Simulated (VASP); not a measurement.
An input for Quantum ESPRESSO's pw.x (written as the equivalent of a VASP run, and not itself run):

```
&CONTROL
  calculation = 'scf'
  pseudo_dir = './pseudo'
  outdir = './out'
  tprnfor = .true.
  tstress = .true.
/
&SYSTEM
  ibrav = 0
  nat = 2
  ntyp = 1
  ecutwfc = 82
  occupations = 'tetrahedra'
  input_dft = 'pz'
/
&ELECTRONS
  conv_thr = 7.3e-09
  electron_maxstep = 100
/
ATOMIC_SPECIES
  C 12.011 C.upf
CELL_PARAMETERS angstrom
     2.4469964    0.0000000   -0.0000000
    -1.2234982    2.1191613    0.0000000
     0.0000000    0.0000000   19.9963297
ATOMIC_POSITIONS crystal
  C    0.6666670  0.3333330  0.0000000
  C    0.3333330  0.6666670  1.0000000
K_POINTS automatic
  14 14 2 0 0 0
```

Task: Translate this input to VASP (INCAR, KPOINTS, POSCAR, choice of POTCAR).

Result: Several could match; the one computed here: 
INCAR:
```
ALGO=Normal
EDIFF=1E-7
ENCUT=520
ISIF=2
ISMEAR=-5
LASPH=.TRUE.
LCHARG=.TRUE.
LORBIT=11
LREAL=.FALSE.
LWAVE=.FALSE.
NEDOS=601
NELM=100
PREC=Accurate
SYSTEM=C
```

File KPOINTS:
```
kpoints
0
Gamma
 14 14 2
0 0 0
```

POSCAR:
```
C
1
    2.4469963674     0.0000000000    -0.0000000000
   -1.2234981837     2.1191613316     0.0000000000
    0.0000000000     0.0000000000    19.9963297107
C
2
Direct
  0.6666670000   0.3333330000   0.0000000000
  0.3333330000   0.6666670000   1.0000000000
```

POTCAR, in this order: C (LDA.64 set). Program: vasp_std.

What does not carry over: the potentials are each code's own (VASP's PAW set, PseudoDojo norm-conserving files in pw.x), so ENCUT and ecutwfc are chosen apart and not converted; conv_thr bounds pw.x's estimated SCF error, while EDIFF bounds the energy change between steps.

The cell is a sheet with vacuum, built from a database entry that may be metastable or hypothetical.
